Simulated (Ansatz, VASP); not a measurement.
**TaNb3F2: VASP beside Ansatz**

The input INCAR:

```
ALGO = Normal
EDIFF = 1E-6
ENCUT = 520
GGA = PE
ISIF = 2
ISMEAR = 0
LASPH = True
LCHARG = False
LREAL = False
LWAVE = False
NBANDS = 41
NELM = 60
PREC = Accurate
SIGMA = 0.1
```

Contents of KPOINTS:

```
k-points
0
Gamma
  6 6 2
```

Contents of POSCAR:

```
TaNb3F2
1.0
    3.0917900100      0.0000000000      0.0000000000
    0.0000000000      3.0917900100      0.0000000000
    0.0000000000      0.0000000000     11.5051676800
Ta Nb F
1 3 2
Direct
    0.0000000000      0.0000000000      0.0000000000
    0.0000000000      0.0000000000      0.6647679800
    0.0000000000      0.0000000000      0.3352320200
    0.5000000000      0.5000000000      0.5000000000
    0.5000000000      0.5000000000      0.8681410000
    0.5000000000      0.5000000000      0.1318590000
```

Input for Ansatz:

```yaml
crystal:
  lattice:
    - [3.09179001, 0.0, 0.0]
    - [0.0, 3.09179001, 0.0]
    - [0.0, 0.0, 11.50516768]
  atoms:
    - { symbol: Ta, position: [0.0, 0.0, 0.0] }
    - { symbol: Nb, position: [0.0, 0.0, 0.66476798] }
    - { symbol: Nb, position: [0.0, 0.0, 0.33523202] }
    - { symbol: Nb, position: [0.5, 0.5, 0.5] }
    - { symbol: F, position: [0.5, 0.5, 0.868141] }
    - { symbol: F, position: [0.5, 0.5, 0.131859] }
basis:
  ecutwfc: 420
kpoints:
  mp_grid: { grid: [6, 6, 2] }
hamiltonian:
  xc: pbe
scf:
  occupations: { method: gaussian, width: 0.1 }
  lower_state_search: "off"
output:
  forces: true
  stress: true
  eigenvalues: true
```

Change from the starting cell: species swapped into the Er2Mg3Ru type (P4/mmm, No. 123).

Alike in both runs: task single point; functional PBE; k mesh 6 × 6 × 2; occupations gaussian, width 0.1 eV; no spin polarisation.

|  | VASP | Ansatz |
| --- | --- | --- |
| version | VASP 6.6.1 | Ansatz 0.2.0 |
| potentials or method | VASP PAW PBE potentials, release 64 (Ta_pv, Nb_sv, F) | scalar-relativistic, plane waves, PAW |
| plane-wave cutoff (eV) | 520 | 420 |
| valence electrons in the cell | 64 | 66 |

```tsv
	VASP	Ansatz	Ansatz less VASP
gap on the k mesh at the Fermi level (eV)	none	none	-
pressure (GPa)	-11.5	-11.3	+0.24
largest component of the traceless stress (GPa)	1.54	1.55	+0.008
rms of the force components (eV/Å)	0.298	0.300	+0.0011
```

Atom by atom the forces differ by 0.005 eV/Å (rms over components). A gap of «none» marks a metal or a gap that the smearing closes. The two sets of potentials don't hold the same shells in valence.

The runs have no spin-orbit coupling, so splittings on Ta are missing.
